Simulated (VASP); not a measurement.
# Hg2H3Br (P6/mmm) in VASP: notebook

The runs below take Hg2H3Br through single point, relaxation of cell and atoms, with PBE.

All numbers are computed with VASP 6.6.1; they aren't measurements. Logs are shortened: lines on timing, memory, paths and dates and some standing lists are left out, and cuts for length are marked.

### 1 The cell of the first run

Symmetry: P6/mmm, No. 191, hexagonal system. Conventional cell: a = 6.087 Å, b = 6.087 Å, c = 2.823 Å, α = 90.00°, β = 90.00°, γ = 120.00°. Hg (site symmetry -6m2) has 6 H at 2.25 Å as nearest neighbours. H (site symmetry mmm) has 4 Hg at 2.25 Å as nearest neighbours. Around Br (site symmetry 6/mmm) lie 2 Br at 2.82 Å.

The cell was built by a generator and needn't be a form met in nature.

### 2 Single point, PBE (species swapped into the YCo3B2 type (P6/mmm, No. 191))

File INCAR:

```
  PREC = Accurate
  ENCUT = 520
  EDIFF = 1E-7
  ISMEAR = 0
  SIGMA = 0.1
  LREAL = False
  LASPH = True
  NELM = 80
  ALGO = Normal
  ISIF = 2
  LWAVE = False
  LCHARG = False
  GGA = PE
  NBANDS = 26
```

File KPOINTS:

```
Automatic mesh
0
Gamma
  6 6 12
```

File POSCAR:

```
Hg2H3Br
1.0
    6.0870972215      0.0000000000      0.0000000000
   -3.0435486107      5.2715808291      0.0000000000
    0.0000000000      0.0000000000      2.8227303913
Hg H Br
2 3 1
Direct
    0.3333333333      0.6666666667      0.0000000000
    0.6666666667      0.3333333333      0.0000000000
    0.5000000000      0.0000000000      0.5000000000
    0.5000000000      0.5000000000      0.5000000000
    0.0000000000      0.5000000000      0.5000000000
    0.0000000000      0.0000000000      0.0000000000
```

Potentials or basis: VASP PAW PBE potentials, release 64 (Hg, H, Br).

Run with:

```
> cat potpaw_PBE.64/Hg/POTCAR potpaw_PBE.64/H/POTCAR potpaw_PBE.64/Br/POTCAR > POTCAR
> mpirun -np 1 vasp_std > vasp.out
```

OUTCAR:

```text
PREC = Accurate
   ENCUT = 520
   EDIFF = 1E-7
   ISMEAR = 0
   LREAL = False
   LASPH = True
   NELM = 80
   ISIF = 2
   GGA = PE

 ion  position               nearest neighbor table
   1  0.333  0.667  0.000-   3 2.25   3 2.25   5 2.25   5 2.25   4 2.25   4 2.25   2 3.51   2 3.51
                             2 3.51
   2  0.667  0.333  0.000-   3 2.25   3 2.25   5 2.25   5 2.25   4 2.25   4 2.25   1 3.51   1 3.51
                             1 3.51
   3  0.500  0.000  0.500-   1 2.25   2 2.25   1 2.25   2 2.25
   4  0.500  0.500  0.500-   1 2.25   2 2.25   1 2.25   2 2.25
   5  0.000  0.500  0.500-   1 2.25   2 2.25   1 2.25   2 2.25
   6  0.000  0.000  0.000-

  LATTYP: Found a hexagonal cell.
 ALAT       =     6.0870972215
 C/A-ratio  =     0.4637235596

  Lattice vectors:

 A1 = (   6.0870972215,   0.0000000000,   0.0000000000)
 A2 = (  -3.0435486107,   5.2715808291,   0.0000000000)
 A3 = (   0.0000000000,   0.0000000000,   2.8227303913)

Analysis of symmetry for initial positions (statically):
=====================================================================
 Subroutine PRICEL returns:
 Original cell was already a primitive cell.

 Routine SETGRP: Setting up the symmetry group for a
 hexagonal supercell.

 Subroutine GETGRP returns: Found 24 space group operations
 (whereof 24 operations were pure point group operations)
 out of a pool of 24 trial point group operations.

The static configuration has the point symmetry D_6h.

Analysis of symmetry for dynamics (positions and initial velocities):
=====================================================================
 Subroutine PRICEL returns:
 Original cell was already a primitive cell.

 Routine SETGRP: Setting up the symmetry group for a
 hexagonal supercell.

 Subroutine GETGRP returns: Found 24 space group operations
 (whereof 24 operations were pure point group operations)
 out of a pool of 24 trial point group operations.

The dynamic configuration has the point symmetry D_6h.

 Subroutine INISYM returns: Found 24 space group operations
 (whereof 24 operations are pure point group operations),
 and found     1 'primitive' translations

----------------------------------------------------------------------------------------

                                     Primitive cell

  volume of cell :      90.5775

  direct lattice vectors                    reciprocal lattice vectors
     6.087097221  0.000000000  0.000000000     0.164281917  0.094848209  0.000000000
    -3.043548611  5.271580829  0.000000000     0.000000000  0.189696418  0.000000000
     0.000000000  0.000000000  2.822730391     0.000000000  0.000000000  0.354266919

  length of vectors
     6.087097221  6.087097221  2.822730391     0.189696418  0.189696418  0.354266919

  position of ions in fractional coordinates (direct lattice)
     0.333333333  0.666666667  0.000000000
     0.666666667  0.333333333  0.000000000
     0.500000000  0.000000000  0.500000000
     0.500000000  0.500000000  0.500000000
     1.000000000  0.500000000  0.500000000
     0.000000000  0.000000000  0.000000000

  ion indices of the primitive-cell ions
   primitive index   ion index
                 1           1
                 2           2
                 3           3
                 4           4
                 5           5
                 6           6

----------------------------------------------------------------------------------------

 KPOINTS: Automatic mesh

Automatic generation of k-mesh.
 Grid dimensions read from file:
 generate k-points for:    6    6   12

 Generating k-lattice:

  Cartesian coordinates                     Fractional coordinates (reciprocal lattice)
     0.027380319  0.015808035  0.000000000     0.166666667 -0.000000000  0.000000000
     0.000000000  0.031616070  0.000000000     0.000000000  0.166666667  0.000000000
     0.000000000  0.000000000  0.029522243     0.000000000  0.000000000  0.083333333

  Length of vectors
     0.031616070  0.031616070  0.029522243

  Shift w.r.t. Gamma in fractional coordinates (k-lattice)
     0.000000000  0.000000000  0.000000000

 Subroutine IBZKPT returns following result:
 ===========================================

 Found     49 irreducible k-points:

 Following reciprocal coordinates:
            Coordinates               Weight
  0.000000  0.000000  0.000000      1.000000
  0.166667  0.000000  0.000000      6.000000
  0.333333  0.000000  0.000000      6.000000
  0.500000  0.000000  0.000000      3.000000
  0.166667  0.166667  0.000000      6.000000
  0.333333  0.166667  0.000000     12.000000
[... 16 lines left out ...]
  0.166667  0.000000  0.250000     12.000000
  0.333333  0.000000  0.250000     12.000000
 [... further k-points ...]
   k-points           NKPTS =     49   k-points in BZ     NKDIM =     49   number of bands    NBANDS=     26
   number of dos      NEDOS =    301   number of ions     NIONS =      6
   total plane-waves  NPLWV =  55296
   dimension x,y,z NGX =    48 NGY =   48 NGZ =   24
   dimension x,y,z NGXF=    96 NGYF=   96 NGZF=   48
   ions per type =               2   3   1
   NGX,Y,Z   is equivalent  to a cutoff of  13.11, 13.11, 14.13 a.u.
   NGXF,Y,Z  is equivalent  to a cutoff of  26.22, 26.22, 28.27 a.u.
 SYSTEM =  unknown system
   PREC   = accura    normal or accurate (medium, high low for compatibility)
   ISTART =      0    job   : 0-new  1-cont  2-samecut
   ICHARG =      2    charge: 1-file 2-atom 10-const
   ISPIN  =      1    spin polarized calculation?
   LNONCOLLINEAR =      F non collinear calculations
   LSORBIT =      F    spin-orbit coupling
   LASPH  =      T    aspherical Exc in radial PAW
   ENCUT  =  520.0 eV  38.22 Ry    6.18 a.u.  11.32 11.32  5.25*2*pi/ulx,y,z
   NELM   =     80;   NELMIN=  2; NELMDL= -5     # of ELM steps
   EDIFF  = 0.1E-06   stopping-criterion for ELM
   LREAL  =      F    real-space projection
   EDIFFG = 0.1E-05   stopping-criterion for IOM
   NSW    =      0    number of steps for IOM
   IBRION =     -1    ionic relax: 0-MD 1-quasi-New 2-CG
   NFREE  =      0    steps in history (QN), initial steepest desc. (CG)
   ISIF   =      2    stress and relaxation
   ISYM   =      2    0-nonsym 1-usesym 2-fastsym
   POTIM  = 0.5000    time-step for ionic-motion
   TEBEG  =    0.0;   TEEND  =   0.0 temperature during run
   PSTRESS=    0.0 pullay stress
   NELECT =      34.0000    total number of electrons
   NUPDOWN=      -1.0000    fix difference up-down
   EMIN   =  10.00;   EMAX   =-10.00  energy-range for DOS
   EFERMI =   0.00;   METHOD = LEGACY
   ISMEAR =     0;   SIGMA  =   0.10  broadening in eV -4-tet -1-fermi 0-gaus
   EFERMI_NEDOS =   21; number of points for ismear=-14 and -15
   IALGO  =     38    algorithm
   IMIX   =      4    mixing-type and parameters
     AMIX     =   0.40;   BMIX     =  1.00
     AMIX_MAG =   1.60;   BMIX_MAG =  1.00
  volume/ion in A,a.u.               =      15.10       101.87
  Fermi-wavevector in a.u.,A,eV,Ry     =   1.180939  2.231652 18.974930  1.394618
  Thomas-Fermi vector in A             =   2.317222
   LORBIT       =      0    0 simple, 1 ext, 2 COOP (PROOUT), +10 PAW based schemes
   GGA     = PE    functional components
   LHFCALC =     F    Hartree Fock is set to
   AEXX    =    0.0000 exact exchange contribution
   IVDW    =     0    specifies the selected vdW correction
   LEPSILON=     F    determine dielectric tensor
   LRPA    =     F    only Hartree local field effects (RPA)
 non-spin polarized calculation
 Gauss-broadening in eV      SIGMA  =   0.10
  energy-cutoff  :      520.00
  volume of cell :       90.58
 maximum number of plane-waves:      2471
 NGX is ok and might be reduce to    48
   NGX = 23   NGY = 23   NGZ = 11

 number of electron      34.0000002 magnetization

 Free energy of the ion-electron system (eV)
  ---------------------------------------------------
  ext. energy  EPLUGINS =         0.00000000
  ---------------------------------------------------
  free energy    TOTEN  =        -8.69732961 eV

  energy without entropy =       -8.68912730  energy(sigma->0) =       -8.69322845

 E-fermi :   1.8994     XC(G=0):  -9.8595

 val. band max:        1.8237857260   @ k =   0.3333   0.1667   0.4167
 cond. band min:       1.9022124725   @ k =   0.3333   0.1667   0.0000
 fundamental gap:      0.0784267466
 Fermi energy:         1.8994482868

 k-point     1 :       0.0000    0.0000    0.0000
  band No.  band energies     occupation
      1     -13.5140      2.00000
      2      -7.6060      2.00000
      3      -6.7927      2.00000
      4      -5.7609      2.00000
      5      -5.6375      2.00000
      6      -5.6375      2.00000
[... 18 lines left out ...]
     25      12.7214      0.00000
     26      13.1110      0.00000

 k-point     2 :       0.1667    0.0000    0.0000
  band No.  band energies     occupation
      1     -13.5080      2.00000
      2      -7.5776      2.00000
      3      -6.8361      2.00000
      4      -5.8367      2.00000
      5      -5.6632      2.00000
      6      -5.6599      2.00000
[... 18 lines left out ...]
     25      12.7413      0.00000
     26      13.7748      0.00000

 k-point     3 :       0.3333    0.0000    0.0000
  band No.  band energies     occupation
      1     -13.4962      2.00000
      2      -7.4843      2.00000
      3      -6.9550      2.00000
      4      -5.8978      2.00000
      5      -5.7178      2.00000
      6      -5.7050      2.00000
[... 572 lines left out ...]
 k-point    23 :       0.1667    0.0000    0.2500
  band No.  band energies     occupation
      1     -12.8013      2.00000
      2      -5.9422      2.00000
      3      -5.9403      2.00000
      4      -5.9358      2.00000
      5      -5.3290      2.00000
      6      -5.3223      2.00000
[... 18 lines left out ...]
     25      11.9290      0.00000
     26      12.1056      0.00000

 k-point    24 :       0.3333    0.0000    0.2500
  band No.  band energies     occupation
      1     -12.7922      2.00000
      2      -5.9802      2.00000
      3      -5.9529      2.00000
      4      -5.9461      2.00000
      5      -5.3943      2.00000
      6      -5.3475      2.00000
[... 18 lines left out ...]
     25      11.2035      0.00000
     26      12.2439      0.00000

 [... further k-points ...]

------------------------ aborting loop because EDIFF is reached ----------------------------------------

  FORCE on cell =-STRESS in cart. coord.  units (eV):
  Direction    XX          YY          ZZ          XY          YZ          ZX
  --------------------------------------------------------------------------------------
  -------------------------------------------------------------------------------------
  Total        0.0484933      0.0484933      0.2544309      0.0000000      0.0000000     -0.0000000
  in kB        0.8577723      0.8577723      4.5004921      0.0000000      0.0000000     -0.0000000
  external PRESSURE =       2.0720122 kB  Pullay stress =       0.0000000 kB

 VOLUME and BASIS-vectors are now :
 -----------------------------------------------------------------------------
  energy-cutoff  :      520.00
  volume of cell :       90.58
      direct lattice vectors                 reciprocal lattice vectors
     6.087097221  0.000000000  0.000000000     0.164281917  0.094848209  0.000000000
    -3.043548611  5.271580829  0.000000000     0.000000000  0.189696418  0.000000000
     0.000000000  0.000000000  2.822730391     0.000000000  0.000000000  0.354266919

 POSITION                                       TOTAL-FORCE (eV/Angst)
 -----------------------------------------------------------------------------------
     -0.00000      3.51439      0.00000         0.000000      0.000000     -0.000000
      3.04355      1.75719      0.00000         0.000000     -0.000000      0.000000
      3.04355      0.00000      1.41137        -0.000000      0.000000      0.000000
      1.52177      2.63579      1.41137        -0.000000      0.000000      0.000000
     -1.52177      2.63579      1.41137        -0.000000      0.000000      0.000000
      0.00000      0.00000      0.00000        -0.000000      0.000000      0.000000
 -----------------------------------------------------------------------------------
    total drift:                               -0.000000      0.000000      0.000000

  FREE ENERGIE OF THE ION-ELECTRON SYSTEM (eV)
  ---------------------------------------------------
  free  energy   TOTEN  =        -8.6973296143 eV

  energy  without entropy=       -8.6891272955  energy(sigma->0) =       -8.69322845
```

Run time: 48 s. Hardware: 1 thread of Intel Xeon 6975P-C (Granite Rapids), shared host; peak memory 0.28 GiB.

What came out:

| Quantity | Value |
| --- | --- |
| Free energy | -8.6973 eV |
| Pressure | 0.2 GPa |
| Band gap on the k mesh | none (metal or under the smearing width) |

Stress tensor (GPa, compression positive):
```
0.09 0.00 0.00
0.00 0.09 0.00
0.00 0.00 0.45
```

Levels at points of the mesh, in eV from the Fermi level:
| k point | band 14 | band 15 | band 16 | band 17 | band 18 | band 19 | band 20 | band 21 |
| --- | --- | --- | --- | --- | --- | --- | --- | --- |
| (0.00, 0.00, 0.00) | -3.56 | -3.36 | -3.31 | -3.31 | 1.57 | 4.91 | 4.91 | 6.31 |
| (0.50, 0.00, 0.00) | -4.83 | -2.45 | -1.86 | -0.37 | 1.58 | 2.23 | 4.16 | 5.51 |
| (0.00, 0.00, 0.50) | -1.68 | -1.68 | -1.18 | 0.29 | 0.29 | 1.60 | 1.91 | 3.74 |
| (0.50, 0.00, 0.50) | -2.31 | -2.23 | -1.93 | 0.08 | 0.27 | 0.53 | 4.55 | 4.85 |

### 3 Relaxation of cell and atoms, PBE (species swapped into the YCo3B2 type (P6/mmm, No. 191))

File INCAR:

```
SYSTEM = Hg2H3Br
ALGO = Fast ; EDIFF = 1E-6
EDIFFG = -0.01 ; ENCUT = 600
GGA = PE ; IBRION = 2
ISIF = 3 ; ISMEAR = 0
LASPH = .TRUE. ; LCHARG = .FALSE.
LREAL = .FALSE. ; LWAVE = .FALSE.
NELM = 60 ; NSW = 100
PREC = Accurate ; SIGMA = 0.1
```

File KPOINTS:

```
k-points
0
G
  6 6 12
  0 0 0
```

POSCAR: that of step 2 with these lines changed.

```diff
@@ -2,5 +2,5 @@
 1.0
-    6.0870972215      0.0000000000      0.0000000000
-   -3.0435486107      5.2715808291      0.0000000000
-    0.0000000000      0.0000000000      2.8227303913
+    5.9131666181      0.0000000000      0.0000000000
+   -2.9565833090      5.1209525080      0.0000000000
+    0.0000000000      0.0000000000      2.9192754729
 Hg H Br
```

Potentials or basis: VASP PAW PBE potentials, release 64 (Hg, H, Br).

Run with:

```
> cat potpaw_PBE.64/Hg/POTCAR potpaw_PBE.64/H/POTCAR potpaw_PBE.64/Br/POTCAR > POTCAR
> mpirun -np 1 vasp_std > vasp.out
```

Wall time 2.8 min (1 thread of Intel Xeon 6975P-C (Granite Rapids), shared host); peak memory 0.31 GiB.

The run converged. Its results:

```yaml
Free_energy: -8.6975 eV
Relaxed_volume: 15.16 Å³/atom
Relaxed_cell: a = 6.091 Å, b = 6.091 Å, c = 2.831 Å, α = 90.00°, β = 90.00°, γ = 120.00°
Space_group_after_relaxing_to_0.05_Å: P6/mmm (No. 191)
Energy_gained_by_relaxing: 6.7 meV/atom
Ionic_steps: 7
Pressure_after_relaxing: 0.0 GPa
Band_gap_on_the_k_mesh: none (metal or under the smearing width)
```

The path:
```tsv
step	energy change (eV)	largest force (eV/Å)	pressure (GPa)	volume (Å³)
1	0.0000	0.0000	0.57	88.40
2	-0.0148	0.0000	0.34	89.06
3	-0.0390	0.0000	-0.23	91.02
4	-0.0396	0.0000	-0.29	91.42
5	-0.0396	0.0000	-0.26	91.33
6	-0.0400	0.0000	0.10	90.81
7	-0.0400	0.0000	0.00	90.96
```

Final structure:
```
Hg H Br
1.0
     6.09136    0.00000    0.00000
    -3.04568    5.27527    0.00000
     0.00000    0.00000    2.83074
Hg H Br
2 3 1
Cartesian
  0.0000 3.5168 0.0000
  3.0457 1.7584 0.0000
  3.0457 0.0000 1.4154
  1.5228 2.6376 1.4154
  -1.5228 2.6376 1.4154
  0.0000 0.0000 0.0000
```

Levels at points of the mesh, in eV from the Fermi level:
| k point | band 14 | band 15 | band 16 | band 17 | band 18 | band 19 | band 20 | band 21 |
| --- | --- | --- | --- | --- | --- | --- | --- | --- |
| (0.00, 0.00, 0.00) | -3.54 | -3.34 | -3.29 | -3.29 | 1.52 | 4.92 | 4.92 | 6.28 |
| (0.50, 0.00, 0.00) | -4.81 | -2.43 | -1.85 | -0.36 | 1.53 | 2.23 | 4.18 | 5.51 |
| (0.00, 0.00, 0.50) | -1.68 | -1.68 | -1.21 | 0.28 | 0.28 | 1.61 | 1.87 | 3.74 |
| (0.50, 0.00, 0.50) | -2.33 | -2.22 | -1.94 | 0.05 | 0.26 | 0.50 | 4.54 | 4.85 |

(Continued in part 2 of 2.)
